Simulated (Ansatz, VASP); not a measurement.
# CrSiTe3 in two plane-wave programs, part 2 of 2

Wanted: the spread between two codes on one cell, functional and k mesh. The cell is taken from a series of VASP runs on this material, whose earlier steps may have relaxed, scaled or displaced it; both programs get it as it stands.

VASP 6.6.1 and Ansatz 0.2.0.

So far: The structure; VASP: single point, PBEsol, DFT+U.

In doubt: warnings of the run leave room for a lower electronic state, so energies may not be the lowest and differences between runs may mislead.

## (3) Ansatz: single point, PBEsol, DFT+U

Level of this step: Ansatz beside VASP: Kohn-Sham DFT, plane waves, PBEsol, DFT+U (Ansatz).

Ansatz runs on its default PAW (the set named soft_2) files.

The same cell, functional, mesh and smearing now go to Ansatz, which takes its cutoff from its data sets.

input.yaml reads:

```yaml
crystal:
  lattice:
    - [3.4152614328, 1.9718021076, 7.2576780084]
    - [-3.4152614328, 1.9718021076, 7.2576780084]
    - [0.0, -7.8872084304, 14.5153560168]
  atoms:
    - { symbol: Cr, position: [0.6661873, 0.6661873, 0.33309365], spin: 3.0 }
    - { symbol: Cr, position: [0.6661873, 0.6661873, 0.83309365], spin: -3.0 }
    - { symbol: Cr, position: [0.3338127, 0.3338127, 0.16690635], spin: -3.0 }
    - { symbol: Cr, position: [0.3338127, 0.3338127, 0.66690635], spin: 3.0 }
    - { symbol: Si, position: [0.05220242, 0.05220242, 0.02610121] }
    - { symbol: Si, position: [0.05220242, 0.05220242, 0.52610121] }
    - { symbol: Si, position: [0.94779758, 0.94779758, 0.47389879] }
    - { symbol: Si, position: [0.94779758, 0.94779758, 0.97389879] }
    - { symbol: Te, position: [0.72118351, 0.07765044, 0.219873895] }
    - { symbol: Te, position: [0.72118351, 0.07765044, 0.719873895] }
    - { symbol: Te, position: [0.43974779, 0.72118351, 0.03882522] }
    - { symbol: Te, position: [0.43974779, 0.72118351, 0.53882522] }
    - { symbol: Te, position: [0.07765044, 0.43974779, 0.360591755] }
    - { symbol: Te, position: [0.07765044, 0.43974779, 0.860591755] }
    - { symbol: Te, position: [0.92234956, 0.56025221, 0.139408245] }
    - { symbol: Te, position: [0.92234956, 0.56025221, 0.639408245] }
    - { symbol: Te, position: [0.56025221, 0.27881649, 0.46117478] }
    - { symbol: Te, position: [0.56025221, 0.27881649, 0.96117478] }
    - { symbol: Te, position: [0.27881649, 0.92234956, 0.280126105] }
    - { symbol: Te, position: [0.27881649, 0.92234956, 0.780126105] }
hamiltonian:
  xc: pbesol
  pseudopotentials: { kind: paw }
  hubbard: { sites: [{ species: Cr, l: d, u_eff: 3.5 }] }
magnetization:
  spin_polarized: true
kpoints:
  mp_grid: { grid: [6, 6, 3] }
scf:
  occupations: { method: fermi_dirac, width: 0.05 }
  n_extra_bands: 17
output:
  forces: true
  stress: true
  eigenvalues: true
```

The run is started by

```bash
$ ansatz run input.yaml --threads 8 --pin off --max-ram 18432MiB --backend cpu --events-out ev --progress --plain --runs-dir out
```

Numbers of over 12 decimals in the logs are rounded to 6 here.

The log of the run:

```text
Cr: projections on atomic orbitals take those of the free atom [Ne] 3s2 3p6 3d5 4s1, of charge +0.00 (hamiltonian.pseudopotentials.projection_atoms); the dataset's partial waves leave at most 7.0e-7 of an orbital's norm unspanned inside its sphere
Si: projections on atomic orbitals take those of the free atom [Ne] 3s2 3p2, of charge +0.00 (hamiltonian.pseudopotentials.projection_atoms); the dataset's partial waves leave at most 6.1e-8 of an orbital's norm unspanned inside its sphere
Te: projections on atomic orbitals take those of the free atom [Kr] 4d10 5s2 5p4, of charge +0.00 (hamiltonian.pseudopotentials.projection_atoms); the dataset's partial waves leave at most 7.8e-6 of an orbital's norm unspanned inside its sphere
scf.n_extra_bands = 17 over 132 filled bands (N_el = 264.0): the run solves 149 bands
Engine: ansatz 0.2.0, aarch64-unknown-linux-gnu
Pseudopotentials: kind: paw
Pseudopotential: Cr, paw, valence charge 14, recommended cutoff 420 eV (normal), Cr.paw.azcp
Pseudopotential: Si, paw, valence charge 4, recommended cutoff 420 eV (normal), Si.paw.azcp
Pseudopotential: Te, paw, valence charge 16, recommended cutoff 420 eV (normal), Te.paw.azcp
Functional definition: PBEsol
  exchange = pbesol_x
  correlation = pbesol_c
Crystal: 20 atoms, lattice volume = 586.498 Å³
Basis set: ecut = 420 eV, 11453 PW (Γ), exchange–correlation on 120×120×240 points (8 copies of the dense FFT grid, shifted against one another)
Bands: 149, of which v1, the nominal top of the filled ones, is band 132 counted from 1 (131 counted from 0)
Symmetry: 2 space group operations
Space group: P-1 (ITA 2), of the structure as read, at distance tolerance 8.4e-5 Å
Magnetic group: BNS 2.7 (UNI 7), of the structure as read, at distance tolerance 8.4e-5 Å
k-points: 56 of 108
Non-local potential: Cr, projectors of the file, l = 0: 3, l = 1: 2, l = 2: 3, l = 3: 1
Non-local potential: Si, projectors of the file, l = 0: 2, l = 1: 2, l = 2: 2
Non-local potential: Te, projectors of the file, l = 0: 2, l = 1: 2, l = 2: 2, l = 3: 2
PAW form: soft (Blöchl's): semilocal exchange-correlation on the pseudo side does not see the compensation charge
PAW frozen core: Cr, regenerated for the run's functional, and the local potential with it (the file was generated under x = pbe(κ = 0.804, μ = 0.219515), c = pbe(β = 0.066725))
PAW frozen core: Si, regenerated for the run's functional, and the local potential with it (the file was generated under x = pbe(κ = 0.804, μ = 0.219515), c = pbe(β = 0.066725))
PAW frozen core: Te, regenerated for the run's functional, and the local potential with it (the file was generated under x = pbe(κ = 0.804, μ = 0.219515), c = pbe(β = 0.066725))
PAW one-centre angular grid: Cr, 590 points (default); XC on 64 Gauss nodes
PAW one-centre angular grid: Si, 110 points (default); XC on 64 Gauss nodes
PAW one-centre angular grid: Te, 590 points (default); XC on 64 Gauss nodes
Initial density: superposition of atomic densities (chi_scale 0.1, normalization cell)
Starting moments: Σ|m| = 12 μB on 4 of 20 sites
Starting magnetic order: antiferromagnet; a translation exchanges its spin sublattices: spin-degenerate at every k-point
Initial wavefunctions: pseudopotential atomic-orbital guess
Functional: x = pbesol(κ = 0.804, μ = 0.123457), c = pbesol(β = 0.046)
SCF iter   1: F=—  HF=-98697.659172 eV  |F-HF|=—  |Δ(HF+E_count)|=         —  Δρ=3.79e-2 (↑3.79e-2 ↓3.79e-2)  dr2=3.52e1  dr2_m=1.35e0  M=0.000 μB ∫|m|=14.565 μB  β_m=1.00  ethr=3.10e-3  ⟨swp⟩=6.7  Hψ=32827  notcnv=0  defer=7
preconditioner: auto → Resta (q_TF=auto, 2.388 Å⁻¹)  ε∞=6.3  [insulator: Δε(μ)=0.744 eV  Ē_g=7.069 eV  σ=0.050 eV  W_gap=1.00  n_scr=130 (ndim 8)  ℏωp=16.2 eV  f_vac=0.045  D(μ)=0.01/eV (n_scr^D=0)  ε∞_Penn≈6.3]
spin=Collinear: Resta preconditioning applied to the charge; magnetization (m = ρ↑ − ρ↓) channel mixes plain (no charge-response kernel on spin).
SCF iter   2: F=—  HF=-98695.728360 eV  |F-HF|=—  |Δ(HF+E_count)|=    1.93e0  Δρ=2.14e-2 (↑2.14e-2 ↓2.14e-2)  dr2=2.99e0  dr2_m=1.88e0  M=0.000 μB ∫|m|=17.655 μB  β_m=1.00  ethr=3.10e-3  ⟨swp⟩=4.3  Hψ=18620  notcnv=0  defer=325
SCF iter   3: F=—  HF=-98695.330766 eV  |F-HF|=—  |Δ(HF+E_count)|=   3.98e-1  Δρ=7.48e-3 (↑7.48e-3 ↓7.48e-3)  dr2=1.43e0  dr2_m=4.94e-3  M=0.000 μB ∫|m|=17.937 μB  β_m=1.00  ethr=1.13e-3  ⟨swp⟩=3.7  Hψ=12982  notcnv=0  defer=396
SCF iter   4: F=—  HF=-98695.436351 eV  |F-HF|=—  |Δ(HF+E_count)|=   1.06e-1  Δρ=2.30e-3 (↑2.30e-3 ↓2.30e-3)  dr2=1.55e-1  dr2_m=1.11e-3  M=0.000 μB ∫|m|=18.029 μB  β_m=0.30  ethr=5.43e-4  ⟨swp⟩=3.8  Hψ=11622  notcnv=0  defer=395
Mixer restart at iter 4: flushing history
spin-set hold released at iteration 4 (site moments contracting): the magnetisation degrees of freedom join the quasi-Newton model from the next iteration; the mixer history was flushed
SCF iter   5: F=—  HF=-98695.657827 eV  |F-HF|=—  |Δ(HF+E_count)|=   2.21e-1  Δρ=1.77e-3 (↑1.77e-3 ↓1.77e-3)  dr2=5.43e-2  dr2_m=9.56e-3  M=0.000 μB ∫|m|=18.221 μB  β_m=0.53  ethr=5.89e-5  ⟨swp⟩=2.4  Hψ=17571  notcnv=0  defer=421
SCF iter   6: F=—  HF=-98695.845923 eV  |F-HF|=—  |Δ(HF+E_count)|=   1.88e-1  Δρ=7.53e-4 (↑7.53e-4 ↓7.53e-4)  dr2=1.12e-2  dr2_m=1.35e-3  M=0.000 μB ∫|m|=18.231 μB  β_m=0.73  ethr=2.06e-5  ⟨swp⟩=3.6  Hψ=11006  notcnv=0  defer=421
SCF iter   7: F=—  HF=-98695.905286 eV  |F-HF|=—  |Δ(HF+E_count)|=   5.94e-2  Δρ=2.17e-4 (↑2.17e-4 ↓2.17e-4)  dr2=1.20e-3  dr2_m=1.04e-4  M=0.000 μB ∫|m|=18.311 μB  β_m=0.87  ethr=4.25e-6  ⟨swp⟩=2.8  Hψ=16012  notcnv=0  defer=421
SCF iter   8: F=—  HF=-98695.906112 eV  |F-HF|=—  |Δ(HF+E_count)|=   8.26e-4  Δρ=6.63e-5 (↑6.63e-5 ↓6.63e-5)  dr2=1.78e-4  dr2_m=5.63e-6  M=0.000 μB ∫|m|=18.329 μB  β_m=0.93  ethr=4.55e-7  ⟨swp⟩=2.1  Hψ=11383  notcnv=0  defer=418
SCF iter   9: F=—  HF=-98695.906293 eV  |F-HF|=—  |Δ(HF+E_count)|=   1.81e-4  Δρ=7.06e-5 (↑7.06e-5 ↓7.06e-5)  dr2=1.14e-4  dr2_m=8.75e-6  M=0.000 μB ∫|m|=18.341 μB  β_m=0.97  ethr=6.74e-8  ⟨swp⟩=2.0  Hψ=11059  notcnv=0  defer=418
SCF iter  10: F=—  HF=-98695.906301 eV  |F-HF|=—  |Δ(HF+E_count)|=   7.54e-6  Δρ=8.79e-6 (↑8.79e-6 ↓8.79e-6)  dr2=2.21e-6  dr2_m=6.02e-8  M=0.000 μB ∫|m|=18.341 μB  β_m=0.94  ethr=4.30e-8  ⟨swp⟩=2.0  Hψ=10131  notcnv=0  defer=418
SCF iter  11: F=—  HF=-98695.906302 eV  |F-HF|=—  |Δ(HF+E_count)|=   9.39e-7  Δρ=6.74e-6 (↑6.74e-6 ↓6.74e-6)  dr2=1.10e-6  dr2_m=6.82e-8  M=0.000 μB ∫|m|=18.340 μB  β_m=0.97  ethr=8.39e-10  ⟨swp⟩=2.0  Hψ=15184  notcnv=0  defer=418
iter 12 met the thresholds in force, and the SCF goes on: an eigenvalue changes by 0.68 meV, over its tolerance of 0.50 meV (output.eigenvalues, Limitations)
SCF iter  12: F=-98695.906302 eV  HF=-98695.906302 eV  |F-HF|=2.16e-8  |Δ(HF+E_count)|=   1.10e-7  Δρ=2.11e-6 (↑2.11e-6 ↓2.11e-6)  dr2=9.28e-8  dr2_m=7.56e-9  M=0.000 μB ∫|m|=18.340 μB  β_m=0.89  ethr=3.79e-11  ⟨swp⟩=12.2  Hψ=41577  notcnv=0
SCF iter  13: F=-98695.906302 eV  HF=-98695.906302 eV  |F-HF|=8.45e-9  |Δ(HF+E_count)|=   2.74e-8  Δρ=7.04e-7 (↑7.04e-7 ↓7.04e-7)  dr2=1.82e-8  dr2_m=2.23e-10  M=0.000 μB ∫|m|=18.340 μB  ethr=3.52e-11  ⟨swp⟩=2.0  Hψ=26453  notcnv=0
SCF 1 converged in 13 iterations: F = -98695.906302 eV  dr2 = 1.82e-8
  greatest PAW one-centre occupation: 1.000 electrons in one spin orbital (limit 2), on the Cr atom at site 3 (counted from 0), in its partial waves of l = 0
WARN: an SCF from ferromagnetic starting moments (3.58, 3.58, 3.58, 3.58, 0.00, 0.00, 0.00, 0.00, 0.00, 0.00, 0.00, 0.00, 0.00, 0.00, 0.00, 0.00, 0.00, 0.00, 0.00, 0.00 Bohr magnetons, atom by atom) was not made, by what the run has read of turns of its moments that order reads lower: the deck asks for what bars it, or types moments that do (magnetization.spin_polarized, in the input reference, names some of the keys [...]
SCF converged after 13 iterations
an eigenvalue changed by more than its tolerance at an iteration that met the thresholds in force, so the SCF went on 1 time: the last check found none over its tolerance
Magnetization: 0.0000 μB (132.0000 up, 132.0000 down)
Absolute magnetization: 18.3849 μB (∫|ρ↑−ρ↓|, with the PAW one-centre terms)
Spin contamination: 8.2167 ħ² per cell (⟨S²⟩ above its minimum at these occupations)
Per-site moments (μB) at R_I (Å): [(3.535571, 1.152251), (-3.535571, 1.152251), (-3.535571, 1.152251), (3.535571, 1.152251), (-0.010710, 0.937699), (0.010710, 0.937699), (0.010710, 0.937699), (-0.010710, 0.937699), (-0.00518518, 1.041643), (0.00518518, 1.041643), (0.136872, 1.041643), (-0.136872, 1.041643), (0.00157499, 1.041643), (-0.00157499, 1.041643), (-0.00157499, 1.041643), (0.00157499, 1.041643), (-0.136872, 1.041643), (0.136872, 1.041643), (0.00518518, 1.041643), (-0.00518518, 1.041643)]
Free energy (F): -98695.906302 eV
Harris-Foulkes:  -98695.906302 eV  (|F-HF|=8.45e-9)
Internal energy: -98695.903357 eV  (E = F + TS)
E sigma→0 (E₀):  -98695.904829 eV
Entropy (-TS):   -0.002945 eV (-0.147 meV/atom)
Fermi energy:    7.720422 eV
--- Per-component energies (eV) ---
  E_band       = -4455.519166
  E_kinetic    = 3696.256762
  E_local      = -27573.897962  (includes V_loc(G=0)·N_el)
  E_nonlocal   = -3246.004241
  E_hartree    = 15190.183028
  E_xc         = -2245.182137
  E_vxc        = -2136.142290  (∫ρ·V_xc dr)
  E_hubbard    = 6.065221  (on-site DFT+U / exact-exchange correction)
  E_vhub       = -21.702698  (the Hubbard potential's part of the band-sum identity)
  E_paw        = -61699.673137  (= ΣΔE_a)
  E_vpaw       = -5554.389443  (= ΣTr[D̂ρ^β])
  E_aug_tail   = -0.000659  (compensation charges beyond the density's cutoff)
  E_ewald      = -22828.914254
  E_core_change = 5.264023  (= ΣΔE_core)
  E_smearing   = -0.002945  (= −TS)
  E_closure    = 0.000000  (closes the sum)
  Σ components = -98695.906302   (vs F -98695.906302, Δ=0.00e0)
--- Forces (eV/Å), atoms counted from 1 ---
  atom   1  Cr     0.00234110     0.00770060    -0.00665462
  atom   2  Cr     0.00234110     0.00770060    -0.00665462
  atom   3  Cr    -0.00234110    -0.00770060     0.00665462
  atom   4  Cr    -0.00234110    -0.00770060     0.00665462
  atom   5  Si    -0.04175554     0.00591572     0.07118354
  atom   6  Si    -0.04175554     0.00591572     0.07118354
  atom   7  Si     0.04175554    -0.00591572    -0.07118354
  atom   8  Si     0.04175554    -0.00591572    -0.07118354
  atom   9  Te    -0.01358619     0.02244230     0.20154069
  atom  10  Te    -0.01358619     0.02244230     0.20154069
  atom  11  Te     0.07045542    -0.00994979     0.11488396
  atom  12  Te     0.07045542    -0.00994979     0.11488396
  atom  13  Te    -0.00862299    -0.02194488     0.19513310
  atom  14  Te    -0.00862299    -0.02194488     0.19513310
  atom  15  Te     0.00862299     0.02194488    -0.19513310
  atom  16  Te     0.00862299     0.02194488    -0.19513310
  atom  17  Te    -0.07045542     0.00994979    -0.11488396
  atom  18  Te    -0.07045542     0.00994979    -0.11488396
  atom  19  Te     0.01358619    -0.02244230    -0.20154069
  atom  20  Te     0.01358619    -0.02244230    -0.20154069
  max |Σ_I F_I| component: 2.78e-17 eV/Å
--- Stress (GPa, compression-positive) ---
       -0.750786       0.004169       0.083925
        0.004169      -0.607515      -0.005107
        0.083925      -0.005107       0.415214
  P = ⅓ Tr σ = -0.3144 GPa (-3.144 kbar)
--- Band table (eV; the first three rows and the last of 112) ---
  k-point 0 ↑: bands = [... 128 lower, 7.0713, 7.1434, 7.5345, 7.5503, 8.1442, 8.4281, 8.7761, 8.8086, ... 13 higher]
  k-point 1 ↑: bands = [... 128 lower, 6.8713, 7.1180, 7.1568, 7.3304, 8.2620, 8.3982, 8.5359, 8.7999, ... 13 higher]
  k-point 2 ↑: bands = [... 128 lower, 6.8770, 6.9674, 7.1545, 7.3569, 8.1804, 8.4584, 8.5857, 8.7565, ... 13 higher]
  k-point 55 ↓: bands = [... 128 lower, 6.8771, 6.9033, 7.0442, 7.2994, 8.1132, 8.2333, 8.4660, 8.7752, ... 13 higher]
Occupation matrices written to <dir>
```

Wall time 3.8 min (8 threads of Arm Neoverse N1, shared host); peak memory 10 GiB.

The run ends at a pressure of -0.31 GPa, with forces up to 0.20 eV/Å.

## (4) Side by side

Known differences besides the potentials themselves: U acts on the PAW sphere in VASP and on atomic orbitals in Ansatz, so only states and trends compare; the data sets hold 264 valence electrons in Ansatz (default PAW (the set named soft_2) files) and 136 in VASP; the cutoff is 420 eV in Ansatz and 350 eV in VASP (PREC = Normal, projectors in real space); Ansatz makes its cores anew for this functional, VASP keeps those of its PBE data sets; site moments are counted in spheres of each program's own size. Total energies have different zeros and are not compared.

Compared:

```tsv
quantity	Ansatz	VASP	difference
pressure (GPa)	-0.31	-0.48	+0.16
gap on the k mesh (eV)	0.319	0.486	-0.167
moment on Cr1 (μB)	3.54	3.46	+0.08
moment on Cr2 (μB)	-3.54	-3.46	-0.08
moment on Cr3 (μB)	-3.54	-3.46	-0.08
moment on Cr4 (μB)	3.54	3.46	+0.08
moment on Te18 (μB)	0.14	0.15	-0.01
moment on Te17 (μB)	-0.14	-0.15	+0.01
moment on Te11 (μB)	0.14	0.15	-0.01
moment on Te12 (μB)	-0.14	-0.15	+0.01
```

Forces on 8 of the 20 atoms, those with the largest forces and the largest differences (eV/Å; atoms numbered as in POSCAR):

```tsv
atom	Ansatz x, y, z	VASP x, y, z
Te9	-0.014, 0.022, 0.202	-0.042, -0.014, 0.179
Te10	-0.014, 0.022, 0.202	-0.042, -0.014, 0.179
Te13	-0.009, -0.022, 0.195	-0.018, 0.026, 0.174
Te14	-0.009, -0.022, 0.195	-0.018, 0.026, 0.174
Te15	0.009, 0.022, -0.195	0.018, -0.026, -0.174
Te16	0.009, 0.022, -0.195	0.018, -0.026, -0.174
Te19	0.014, -0.022, -0.202	0.042, 0.014, -0.179
Te20	0.014, -0.022, -0.202	0.042, 0.014, -0.179
```

The forces differ by 24 meV/Å r.m.s., which is 31.6 % of the r.m.s. force of 0.08 eV/Å (both taken over all components). A gap on the mesh is an upper bound, since the band edges may lie between its points.

## (5) What came out

```json
{"r.m.s. force difference (single point, PBEsol, DFT+U)": "24 meV/Å", "difference in gap on the k mesh (single point, PBEsol, DFT+U)": "-0.17 eV"}
```

**Reading.** The difference in gap on the k mesh is -0.17 eV (single point, PBEsol, DFT+U). How closely two codes agree says nothing of how well the functional describes the real material.

[Lines on the potential files, build, host, timing and source positions are cut from VASP's logs without a mark.]

[Logs are printed without paths, hosts, clocks, repeated set-up lines and the standing remarks that a program may print on its own settings, such as how far it seeks lower states.]

[Hosts, paths, dates, database ids (printed as entryN), source tags and the programs' standing remarks are cut or masked in the printed files.]
